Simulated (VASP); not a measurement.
Computed with PBE GGA with D4 dispersion, VASP's PBE PAW potentials (set 64) (plane waves; VASP).

VASP ran on this input.

INCAR:
```
# general
SYSTEM = C
PREC   = Accurate
ENCUT  = 520
LREAL  = F
LASPH  = T

# electronic loop
EDIFF  = 1E-7
NELM   = 100
ALGO   = Normal

# smearing
ISMEAR = 0
SIGMA  = 0.05

# functional
GGA    = PE
IVDW   = 13

# ions
ISIF   = 2

# output
LWAVE  = F
LCHARG = F
```

**POSCAR**
```
C
3.6288450
  0.0000000000   0.5000000323   0.5000000323
  0.5000000323   0.0000000000   0.5000000323
  0.5000000323   0.5000000323   0.0000000000
C
2
direct
  0.0000000000   0.0000000000   0.0000000000
  0.2500000000   0.2500000000   0.2500000000
```

KPOINTS:
```
Automatic mesh
0
Gamma
13 13 13
0 0 0
```

POTCAR, in this order: C (PBE.64 set). Program: vasp_std.

The run wrote:

File OUTCAR:
```
 ion  position               nearest neighbor table
   1  0.000  0.000  0.000-   2 1.57   2 1.57   2 1.57   2 1.57
   2  0.250  0.250  0.250-   1 1.57   1 1.57   1 1.57   1 1.57
  LATTYP: Found a face centered cubic cell.
 ALAT       =     3.6288452346
 Subroutine PRICEL returns:
 Original cell was already a primitive cell.
 Subroutine GETGRP returns: Found 48 space group operations
The static configuration has the point symmetry T_d .
 The point group associated with its full space group is O_h .
The dynamic configuration has the point symmetry T_d .
 Subroutine INISYM returns: Found 48 space group operations
 Subroutine IBZKPT returns following result:
 Found     84 irreducible k-points:

 Following reciprocal coordinates:
            Coordinates               Weight
  0.000000  0.000000  0.000000      1.000000
  0.076923  0.000000  0.000000      8.000000
  0.153846  0.000000  0.000000      8.000000
  0.230769  0.000000  0.000000      8.000000
  0.307692  0.000000  0.000000      8.000000
  0.384615  0.000000  0.000000      8.000000
  0.461538  0.000000  0.000000      8.000000
  0.076923  0.076923  0.000000      6.000000
  0.153846  0.076923  0.000000     24.000000
  0.230769  0.076923  0.000000     24.000000
  0.307692  0.076923  0.000000     24.000000
  0.384615  0.076923  0.000000     24.000000
  0.461538  0.076923  0.000000     24.000000
 -0.461538  0.076923  0.000000     24.000000
 -0.384615  0.076923  0.000000     24.000000
 -0.307692  0.076923  0.000000     24.000000
 -0.230769  0.076923  0.000000     24.000000
 -0.153846  0.076923  0.000000     24.000000
 -0.076923  0.076923  0.000000     12.000000
  0.153846  0.153846  0.000000      6.000000
  0.230769  0.153846  0.000000     24.000000
  0.307692  0.153846  0.000000     24.000000
  0.384615  0.153846  0.000000     24.000000
  0.461538  0.153846  0.000000     24.000000
 -0.461538  0.153846  0.000000     24.000000
 -0.384615  0.153846  0.000000     24.000000
 -0.307692  0.153846  0.000000     24.000000
 -0.230769  0.153846  0.000000     24.000000
 -0.153846  0.153846  0.000000     12.000000
  0.230769  0.230769  0.000000      6.000000
  0.307692  0.230769  0.000000     24.000000
  0.384615  0.230769  0.000000     24.000000
  0.461538  0.230769  0.000000     24.000000
 -0.461538  0.230769  0.000000     24.000000
 -0.384615  0.230769  0.000000     24.000000
 -0.307692  0.230769  0.000000     24.000000
 -0.230769  0.230769  0.000000     12.000000
  0.307692  0.307692  0.000000      6.000000
  0.384615  0.307692  0.000000     24.000000
  0.461538  0.307692  0.000000     24.000000
   k-points           NKPTS =     84   k-points in BZ     NKDIM =     84   number of bands    NBANDS=      8
   number of dos      NEDOS =    301   number of ions     NIONS =      2
   total plane-waves  NPLWV =   8000
   dimension x,y,z NGX =    20 NGY =   20 NGZ =   20
   dimension x,y,z NGXF=    40 NGYF=   40 NGZF=   40
   ions per type =               2
   PREC   = accura    normal or accurate (medium, high low for compatibility)
   ISTART =      0    job   : 0-new  1-cont  2-samecut
   ICHARG =      2    charge: 1-file 2-atom 10-const
   ISPIN  =      1    spin polarized calculation?
   LNONCOLLINEAR =      F non collinear calculations
   LSORBIT =      F    spin-orbit coupling
   INIWAV =      1    electr: 0-lowe 1-rand  2-diag
   ENCUT  =  520.0 eV  38.22 Ry    6.18 a.u.   4.77  4.77  4.77*2*pi/ulx,y,z
   NELM   =    100;   NELMIN=  2; NELMDL= -5     # of ELM steps
   EDIFF  = 0.1E-06   stopping-criterion for ELM
   LREAL  =      F    real-space projection
   NLSPLINE    = F    spline interpolate recip. space projectors
...
```

OSZICAR:
```
       N       E                     dE             d eps       ncg     rms          rms(c)
DAV:   1     0.145744840385E+01    0.14574E+01   -0.49976E+03  1368   0.985E+02
DAV:   2    -0.185692083801E+02   -0.20027E+02   -0.19393E+02  2192   0.115E+02
DAV:   3    -0.186970580201E+02   -0.12785E+00   -0.12785E+00  1416   0.123E+01
DAV:   4    -0.186972452449E+02   -0.18722E-03   -0.18722E-03  1960   0.502E-01
DAV:   5    -0.186972453041E+02   -0.59193E-07   -0.59193E-07  1400   0.586E-03    0.519E+00
DAV:   6    -0.182902628066E+02    0.40698E+00   -0.31361E-01  1408   0.442E+00    0.312E+00
DAV:   7    -0.181531998980E+02    0.13706E+00   -0.35082E-01  1640   0.478E+00    0.685E-01
DAV:   8    -0.181544118550E+02   -0.12120E-02   -0.18141E-03  1448   0.483E-01    0.446E-02
DAV:   9    -0.181544354211E+02   -0.23566E-04   -0.12838E-04  1968   0.100E-01    0.270E-02
DAV:  10    -0.181544487690E+02   -0.13348E-04   -0.15074E-05  1352   0.445E-02    0.556E-03
DAV:  11    -0.181544486365E+02    0.13257E-06   -0.42674E-08  1904   0.217E-03    0.145E-03
DAV:  12    -0.181544486375E+02   -0.10652E-08   -0.12933E-08   672   0.140E-03
   1 F= -.18561763E+02 E0= -.18561763E+02  d E =-.173904E-14
```

**OUTCAR**
```
------------------------ aborting loop because EDIFF is reached ----------------------------------------
  Edisp (eV):   -0.40731
  FORCE on cell =-STRESS in cart. coord.  units (eV):
  Direction    XX          YY          ZZ          XY          YZ          ZX
  --------------------------------------------------------------------------------------
  Total      -1.73153    -1.73153    -1.73153    -0.00000     0.00000    -0.00000
  in kB    -232.21782  -232.21782  -232.21782    -0.00000     0.00000    -0.00000
  external pressure =     -232.22 kB  Pullay stress =        0.00 kB
  volume of cell :       11.95
      direct lattice vectors                 reciprocal lattice vectors
     0.000000000  1.814422617  1.814422617    -0.275569757  0.275569757  0.275569757
     1.814422617  0.000000000  1.814422617     0.275569757 -0.275569757  0.275569757
     1.814422617  1.814422617  0.000000000     0.275569757  0.275569757 -0.275569757
 POSITION                                       TOTAL-FORCE (eV/Angst)
 -----------------------------------------------------------------------------------
      0.00000      0.00000      0.00000         0.000000      0.000000      0.000000
      0.90721      0.90721      0.90721        -0.000000     -0.000000     -0.000000
 -----------------------------------------------------------------------------------
    total drift:                                0.000000      0.000000      0.000000
  FREE ENERGIE OF THE ION-ELECTRON SYSTEM (eV)
  ---------------------------------------------------
  free  energy   TOTEN  =       -18.5617627660 eV

  energy  without entropy=      -18.5617627660  energy(sigma->0) =      -18.56176277
```
(Selected blocks of OUTCAR.)

The compound is C in the diamond structure. This cell is one point of a volume scan, at 1.06 of the reference volume.
